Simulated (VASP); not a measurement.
# Ga3BSb2 (P3m1) in VASP: single point with r2SCAN

Aim: the single point of Ga3BSb2 with r2SCAN.

Everything below comes from runs of VASP 6.6.1. Logs are shortened: lines on timing, memory, paths and dates and some standing lists are left out, and cuts for length are marked.

## 1. The structure

The structure is trigonal, space group P3m1 (No. 156). The conventional cell has a = 3.756 Å, b = 3.756 Å, c = 10.774 Å, α = 90.00°, β = 90.00°, γ = 120.00°. Around Ga (site symmetry 3m) lie 3 Ga at 2.83 Å and 3 Sb at 2.93 Å. Around Ga (site symmetry 3m) lie 3 Ga at 2.83 Å and 3 Sb at 3.20 Å. Ga (site symmetry 3m) is surrounded by 1 B at 2.09 Å. Around B (site symmetry 3m) lie 1 Ga at 2.09 Å and 3 Sb at 2.31 Å. Sb (site symmetry 3m) has 3 B at 2.31 Å as nearest neighbours. Around Sb (site symmetry 3m) lie 6 Ga at 2.79 to 2.93 Å.

The cell was built by a generator and needn't be a form met in nature.

## 2. Single point, r2SCAN

Input file INCAR:

```
SYSTEM = Ga3BSb2
PREC = Accurate
ENCUT = 520
EDIFF = 1E-6
ISMEAR = 0
SIGMA = 0.1
LREAL = .False.
LASPH = .True.
NELM = 150
ALGO = Normal
ISIF = 2
LWAVE = .False.
LCHARG = .False.
METAGGA = R2SCAN
LMIXTAU = .True.
NBANDS = 35
KPAR = 4
```

Input file KPOINTS:

```
regular mesh
0
Gamma
  10 10 4
  0 0 0
```

Input file POSCAR:

```
Ga3BSb2
1.0
    3.7559940000      0.0000000000      0.0000000000
   -1.8779970000      3.2527870000      0.0000000000
    0.0000000000      0.0000000000     10.7742600000
Ga B Sb
3 1 2
Direct
    0.0000000000      0.0000000000      0.6636580000
    0.6666670000      0.3333330000      0.8330700000
    0.0000000000      0.0000000000      0.3178210000
    0.0000000000      0.0000000000      0.1239170000
    0.3333330000      0.6666670000      0.0508980000
    0.3333330000      0.6666670000      0.4806130000
```

Potentials or basis: VASP PAW PBE potentials, release 64 (Ga_d, B, Sb).

Launch:

```sh
> cat potpaw_PBE.64/Ga_d/POTCAR potpaw_PBE.64/B/POTCAR potpaw_PBE.64/Sb/POTCAR > POTCAR
> mpirun -np 4 vasp_std > vasp.out
```

OUTCAR:

```text
SYSTEM = Ga3BSb2
   PREC = Accurate
   ENCUT = 520
   EDIFF = 1E-6
   ISMEAR = 0
   LREAL = .False.
   LASPH = .True.
   NELM = 150
   ISIF = 2
   METAGGA = R2SCAN

 ion  position               nearest neighbor table
   1  0.000  0.000  0.664-   2 2.83   2 2.83   2 2.83   6 2.93   6 2.93   6 2.93
   2  0.667  0.333  0.833-   1 2.83   1 2.83   1 2.83   5 3.20   5 3.20   5 3.20
   3  0.000  0.000  0.318-   4 2.09   6 2.79   6 2.79   6 2.79
   4  0.000  0.000  0.124-   3 2.09   5 2.31   5 2.31   5 2.31
   5  0.333  0.667  0.051-   4 2.31   4 2.31   4 2.31   2 3.20   2 3.20   2 3.20
   6  0.333  0.667  0.481-   3 2.79   3 2.79   3 2.79   1 2.93   1 2.93   1 2.93

  LATTYP: Found a hexagonal cell.
 ALAT       =     3.7559940000
 C/A-ratio  =     2.8685509082

  Lattice vectors:

 A1 = (   3.7559940000,   0.0000000000,   0.0000000000)
 A2 = (  -1.8779970000,   3.2527870000,   0.0000000000)
 A3 = (   0.0000000000,   0.0000000000,  10.7742600000)

Analysis of symmetry for initial positions (statically):
=====================================================================
 Subroutine PRICEL returns:
 Original cell was already a primitive cell.

 Routine SETGRP: Setting up the symmetry group for a
 hexagonal supercell.

 Subroutine GETGRP returns: Found  6 space group operations
 (whereof  6 operations were pure point group operations)
 out of a pool of 24 trial point group operations.

The static configuration has the point symmetry C_3v.

Analysis of symmetry for dynamics (positions and initial velocities):
=====================================================================
 Subroutine PRICEL returns:
 Original cell was already a primitive cell.

 Routine SETGRP: Setting up the symmetry group for a
 hexagonal supercell.

 Subroutine GETGRP returns: Found  6 space group operations
 (whereof  6 operations were pure point group operations)
 out of a pool of 24 trial point group operations.

The dynamic configuration has the point symmetry C_3v.

 Subroutine INISYM returns: Found  6 space group operations
 (whereof  6 operations are pure point group operations),
 and found     1 'primitive' translations

----------------------------------------------------------------------------------------

                                     Primitive cell

  volume of cell :     131.6340

  direct lattice vectors                    reciprocal lattice vectors
     3.755994000  0.000000000  0.000000000     0.266241107  0.153714338  0.000000000
    -1.877997000  3.252787000  0.000000000     0.000000000  0.307428676  0.000000000
     0.000000000  0.000000000 10.774260000     0.000000000  0.000000000  0.092813799

  length of vectors
     3.755994000  3.755994675 10.774260000     0.307428731  0.307428676  0.092813799

  position of ions in fractional coordinates (direct lattice)
     0.000000000  0.000000000  0.663658000
     0.666667000  0.333333000  0.833070000
     0.000000000  0.000000000  0.317821000
     0.000000000  0.000000000  0.123917000
     0.333333000  0.666667000  0.050898000
     0.333333000  0.666667000  0.480613000

  ion indices of the primitive-cell ions
   primitive index   ion index
                 1           1
                 2           2
                 3           3
                 4           4
                 5           5
                 6           6

----------------------------------------------------------------------------------------

 KPOINTS: regular mesh

Automatic generation of k-mesh.
 Grid dimensions read from file:
 generate k-points for:   10   10    4

 Generating k-lattice:

  Cartesian coordinates                     Fractional coordinates (reciprocal lattice)
     0.026624111  0.015371434  0.000000000     0.100000000  0.000000000  0.000000000
     0.000000000  0.030742868  0.000000000     0.000000000  0.100000000  0.000000000
     0.000000000  0.000000000  0.023203450     0.000000000  0.000000000  0.250000000

  Length of vectors
     0.030742873  0.030742868  0.023203450

  Shift w.r.t. Gamma in fractional coordinates (k-lattice)
     0.000000000  0.000000000  0.000000000

 Subroutine IBZKPT returns following result:
 ===========================================

 Found     50 irreducible k-points:

 Following reciprocal coordinates:
            Coordinates               Weight
  0.000000  0.000000  0.000000      1.000000
  0.100000  0.000000  0.000000      6.000000
  0.200000  0.000000  0.000000      6.000000
  0.300000  0.000000  0.000000      6.000000
  0.400000 -0.000000  0.000000      6.000000
  0.500000 -0.000000  0.000000      3.000000
[... 16 lines left out ...]
  0.000000  0.400000  0.250000      6.000000
  0.500000 -0.000000  0.250000      6.000000
 [... further k-points ...]
   k-points           NKPTS =     50   k-points in BZ     NKDIM =     50   number of bands    NBANDS=     35
   number of dos      NEDOS =    301   number of ions     NIONS =      6
   total plane-waves  NPLWV =  62720
   dimension x,y,z NGX =    28 NGY =   28 NGZ =   80
   dimension x,y,z NGXF=    56 NGYF=   56 NGZF=  160
   ions per type =               3   1   2
   NGX,Y,Z   is equivalent  to a cutoff of  12.39, 12.39, 12.34 a.u.
   NGXF,Y,Z  is equivalent  to a cutoff of  24.79, 24.79, 24.69 a.u.
 SYSTEM =  Ga3BSb2
   PREC   = accura    normal or accurate (medium, high low for compatibility)
   ISTART =      0    job   : 0-new  1-cont  2-samecut
   ICHARG =      2    charge: 1-file 2-atom 10-const
   ISPIN  =      1    spin polarized calculation?
   LNONCOLLINEAR =      F non collinear calculations
   LSORBIT =      F    spin-orbit coupling
   LASPH  =      T    aspherical Exc in radial PAW
   ENCUT  =  520.0 eV  38.22 Ry    6.18 a.u.   6.98  6.98 20.03*2*pi/ulx,y,z
   NELM   =    150;   NELMIN=  2; NELMDL= -5     # of ELM steps
   EDIFF  = 0.1E-05   stopping-criterion for ELM
   LREAL  =      F    real-space projection
   EDIFFG = 0.1E-04   stopping-criterion for IOM
   NSW    =      0    number of steps for IOM
   IBRION =     -1    ionic relax: 0-MD 1-quasi-New 2-CG
   NFREE  =      0    steps in history (QN), initial steepest desc. (CG)
   ISIF   =      2    stress and relaxation
   ISYM   =      2    0-nonsym 1-usesym 2-fastsym
   POTIM  = 0.5000    time-step for ionic-motion
   TEBEG  =    0.0;   TEEND  =   0.0 temperature during run
   PSTRESS=    0.0 pullay stress
   NELECT =      52.0000    total number of electrons
   NUPDOWN=      -1.0000    fix difference up-down
   EMIN   =  10.00;   EMAX   =-10.00  energy-range for DOS
   EFERMI =   0.00;   METHOD = LEGACY
   ISMEAR =     0;   SIGMA  =   0.10  broadening in eV -4-tet -1-fermi 0-gaus
   EFERMI_NEDOS =   21; number of points for ismear=-14 and -15
   IALGO  =     38    algorithm
   IMIX   =      4    mixing-type and parameters
     AMIX     =   0.40;   BMIX     =  1.00
     AMIX_MAG =   1.60;   BMIX_MAG =  1.00
  volume/ion in A,a.u.               =      21.94       148.05
  Fermi-wavevector in a.u.,A,eV,Ry     =   1.201213  2.269963 19.632013  1.442912
  Thomas-Fermi vector in A             =   2.337028
   LORBIT       =      0    0 simple, 1 ext, 2 COOP (PROOUT), +10 PAW based schemes
   METAGGA = R2SCAN    functional components
   LHFCALC =     F    Hartree Fock is set to
   AEXX    =    0.0000 exact exchange contribution
   IVDW    =     0    specifies the selected vdW correction
   LEPSILON=     F    determine dielectric tensor
   LRPA    =     F    only Hartree local field effects (RPA)
 non-spin polarized calculation
 Gauss-broadening in eV      SIGMA  =   0.10
  energy-cutoff  :      520.00
  volume of cell :      131.63
 maximum number of plane-waves:      3568
   NGX = 13   NGY = 13   NGZ = 41

 number of electron      51.9999989 magnetization

 Free energy of the ion-electron system (eV)
  ---------------------------------------------------
  ext. energy  EPLUGINS =         0.00000000
  ---------------------------------------------------
  free energy    TOTEN  =       -91.27787991 eV

  energy without entropy =      -91.26962760  energy(sigma->0) =      -91.27375375

 E-fermi :   5.5684     XC(G=0): -10.7480

 val. band max:        5.5656257473   @ k =   0.3000   0.2000   0.0000
 cond. band min:       5.6133852204   @ k =   0.2000   0.0000   0.2500
 fundamental gap:      0.0477594731
 Fermi energy:         5.5684132634

 k-point     1 :       0.0000    0.0000    0.0000
  band No.  band energies     occupation
      1      -9.9364      2.00000
      2      -9.9364      2.00000
      3      -9.8668      2.00000
      4      -9.8622      2.00000
      5      -9.8621      2.00000
      6      -9.8105      2.00000
[... 27 lines left out ...]
     34      11.1353      0.00000
     35      11.3621      0.00000

 k-point     2 :       0.1000    0.0000    0.0000
  band No.  band energies     occupation
      1      -9.9360      2.00000
      2      -9.9347      2.00000
      3      -9.8655      2.00000
      4      -9.8593      2.00000
      5      -9.8569      2.00000
      6      -9.8126      2.00000
[... 27 lines left out ...]
     34      11.2790      0.00000
     35      11.4570      0.00000

 k-point     3 :       0.2000    0.0000    0.0000
  band No.  band energies     occupation
      1      -9.9327      2.00000
      2      -9.9306      2.00000
      3      -9.8708      2.00000
      4      -9.8428      2.00000
      5      -9.8427      2.00000
      6      -9.8188      2.00000
[... 27 lines left out ...]
     34      11.4471      0.00000
     35      11.4903      0.00000
[... 723 lines left out ...]
 k-point    23 :       0.0000    0.4000    0.2500
  band No.  band energies     occupation
      1      -9.9232      2.00000
      2      -9.9086      2.00000
      3      -9.8800      2.00000
      4      -9.8361      2.00000
      5      -9.8174      2.00000
      6      -9.8041      2.00000
[... 27 lines left out ...]
     34      10.6235      0.00000
     35      11.9974      0.00000

 k-point    24 :       0.5000   -0.0000    0.2500
  band No.  band energies     occupation
      1      -9.9221      2.00000
      2      -9.9005      2.00000
      3      -9.8753      2.00000
      4      -9.8459      2.00000
      5      -9.8300      2.00000
      6      -9.7946      2.00000
[... 27 lines left out ...]
     34      10.4912      0.00000
     35      11.6516      0.00000

 [... further k-points ...]
[... 5 lines left out ...]
  --------------------------------------------------------------------------------------
  -------------------------------------------------------------------------------------
  Total       -1.0021049     -1.0021054     -2.0086734      0.0000000      0.0000000     -0.0000000
  in kB      -12.1970785    -12.1970844    -24.4484844      0.0000000      0.0000000     -0.0000000
  external PRESSURE =     -16.2808824 kB  Pullay stress =       0.0000000 kB

 VOLUME and BASIS-vectors are now :
 -----------------------------------------------------------------------------
  energy-cutoff  :      520.00
  volume of cell :      131.63
      direct lattice vectors                 reciprocal lattice vectors
     3.755994000  0.000000000  0.000000000     0.266241107  0.153714338  0.000000000
    -1.877997000  3.252787000  0.000000000     0.000000000  0.307428676  0.000000000
     0.000000000  0.000000000 10.774260000     0.000000000  0.000000000  0.092813799

 POSITION                                       TOTAL-FORCE (eV/Angst)
 -----------------------------------------------------------------------------------
      0.00000      0.00000      7.15042         0.000000     -0.000000     -0.020302
      1.87800      1.08426      8.97571        -0.000000     -0.000000     -0.099075
      0.00000      0.00000      3.42429         0.000000      0.000000      0.160265
      0.00000      0.00000      1.33511        -0.000000     -0.000000      0.101099
     -0.00000      2.16853      0.54839         0.000000     -0.000000     -0.047967
     -0.00000      2.16853      5.17825         0.000000     -0.000000     -0.094020
 -----------------------------------------------------------------------------------
    total drift:                               -0.000305      0.000195      0.002418

  FREE ENERGIE OF THE ION-ELECTRON SYSTEM (eV)
  ---------------------------------------------------
  free  energy   TOTEN  =       -91.2778799051 eV

  energy  without entropy=      -91.2696276032  energy(sigma->0) =      -91.27375375
```

It took 5.6 min on 4 MPI ranks of Intel Xeon Platinum 8259CL at 2.50GHz (Skylake/Cascade Lake), shared host; peak memory 0.39 GiB.

What came out:

```
Free energy            : -91.2779 eV
Pressure               : -1.6 GPa
Largest force          : 0.160 eV/Å
Band gap on the k mesh : none (metal or under the smearing width)
```

Forces in eV/Å, atoms in the order of the input:
```
Ga   0.000  0.000 -0.020
Ga   0.000  0.000 -0.099
Ga   0.000  0.000  0.160
B    0.000  0.000  0.101
Sb   0.000  0.000 -0.048
Sb   0.000  0.000 -0.094
```

Levels at points of the mesh, in eV from the Fermi level:
| k point | band 23 | band 24 | band 25 | band 26 | band 27 | band 28 | band 29 | band 30 |
| --- | --- | --- | --- | --- | --- | --- | --- | --- |
| (0.00, 0.00, 0.00) | -0.57 | 0.49 | 1.52 | 1.52 | 2.59 | 3.43 | 3.43 | 4.23 |
| (0.50, 0.00, 0.00) | -2.59 | -2.52 | -2.12 | -1.06 | -0.73 | 1.64 | 1.74 | 2.52 |
| (0.00, 0.00, 0.50) | -0.63 | 1.52 | 1.52 | 2.49 | 2.92 | 3.39 | 3.39 | 3.75 |
| (0.50, 0.00, 0.50) | -3.18 | -2.58 | -0.79 | -0.61 | -0.35 | 0.70 | 1.86 | 2.08 |

Caveat: the PAW data sets were made with another functional, which shifts forces and pressure a little. The run has no spin-orbit coupling, so splittings on Sb are missing.
